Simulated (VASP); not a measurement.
An input for Quantum ESPRESSO's pw.x (written as the equivalent of a VASP run, and not itself run):

```
&CONTROL
  calculation = 'vc-relax'
  pseudo_dir = './pseudo'
  outdir = './out'
  tprnfor = .true.
  tstress = .true.
  nstep = 60
  forc_conv_thr = 0.00078
/
&SYSTEM
  ibrav = 0
  nat = 18
  ntyp = 2
  ecutwfc = 78
  occupations = 'smearing'
  smearing = 'gaussian'
  degauss = 0.003675
  input_dft = 'pbesol'
/
&ELECTRONS
  conv_thr = 7.3e-08
  electron_maxstep = 100
/
&IONS
/
&CELL
/
ATOMIC_SPECIES
  Ge 72.630 Ge.upf
  S 32.060 S.upf
CELL_PARAMETERS angstrom
     0.0000000   11.2190063    3.6103017
     5.7422366    0.0000000    3.6103017
     5.7422366   11.2190063    0.0000000
ATOMIC_POSITIONS crystal
  Ge   0.9977103  0.9977103  0.0022897
  Ge   0.2477103  0.2477103  0.2522897
  Ge   0.0058286  0.9785840  0.2711621
  Ge   0.9785840  0.0058286  0.7444253
  Ge   0.5055747  0.9788379  0.2714160
  Ge   0.9788379  0.5055747  0.2441714
  S    0.2227765  0.1579279  0.9268147
  S    0.1579279  0.2227765  0.6924810
  S    0.5575190  0.3231853  0.0920721
  S    0.3231853  0.5575190  0.0272235
  S    0.6574607  0.0218524  0.3033702
  S    0.0218524  0.6574607  0.0173167
  S    0.2326833  0.9466298  0.2281476
  S    0.9466298  0.2326833  0.5925393
  S    0.7660290  0.6358307  0.4918217
  S    0.6358307  0.7660290  0.1063186
  S    0.1436814  0.7581783  0.6141693
  S    0.7581783  0.1436814  0.4839710
K_POINTS automatic
  4 4 4 0 0 0
```

Write the VASP files for the same calculation (PBEsol).

One answer among several that fit: 
**POSCAR**
```
GeS2
1.0
  0.0000000000  11.2190063415   3.6103016839
  5.7422365884   0.0000000000   3.6103016839
  5.7422365884  11.2190063415   0.0000000000
Ge S
6 12
Cartesian
  5.7422365884  11.2190063415   7.2040700281
  2.8711182942   5.6095031708   1.7886175022
  7.1763381124   3.1075607183   3.5540264609
  4.3081350638  19.3304519636   3.5540264609
  7.1792533586   8.7170638901   5.3591773032
  4.3052198188  13.7209487940   5.3591773032
  6.2288481994  12.8972702775   1.3744575660
  5.2556249768   9.5407424044   1.3744575660
  2.3845066832   7.2877671078   3.1796084083
  3.3577299058   3.9312392348   3.1796084083
  1.8675049018  10.7795683473   2.4525251924
  3.8747316872   0.4394379954   2.4525251924
  6.7458499808   5.1700651754   4.2576760340
  4.7386231954  17.2679475065   4.2576760340
  6.4752466808  14.1118353771   5.0611364499
  5.0092264949   8.3261773036   5.0611364499
  7.8803447902   8.5023322086   3.2559856087
  3.6041283877  13.9356804766   3.2559856087
```

**KPOINTS**
```
Regular mesh
0
G
  4 4 4
0 0 0
```

**INCAR**
```
SYSTEM = GeS2
PREC = Accurate; ENCUT = 400; LREAL = Auto
LASPH = .TRUE.
EDIFF = 1E-6; NELM = 100; ALGO = Normal
LMAXMIX = 4
ISMEAR = 0; SIGMA = 0.05
GGA = PS
IBRION = 2; NSW = 60; ISIF = 3
EDIFFG = -0.02
LWAVE = .FALSE.; LCHARG = .FALSE.
```

POTCAR, in this order: Ge_d S (PBE.64 set). Program: vasp_std.

The two are equivalent in intent, not identical: the potentials are each code's own (VASP's PAW set, PseudoDojo norm-conserving files in pw.x), so ENCUT and ecutwfc are chosen apart and not converted; conv_thr bounds pw.x's estimated SCF error, while EDIFF bounds the energy change between steps; forc_conv_thr acts on force components and is met together with etot_conv_thr.

The structure comes from a measured GeS2 entry (Fdd2) of the Crystallography Open Database, whose conditions weren't checked. This run relaxes it. Symmetry was kept, so distortions that lower it aren't found. The start is the result of an earlier pass.
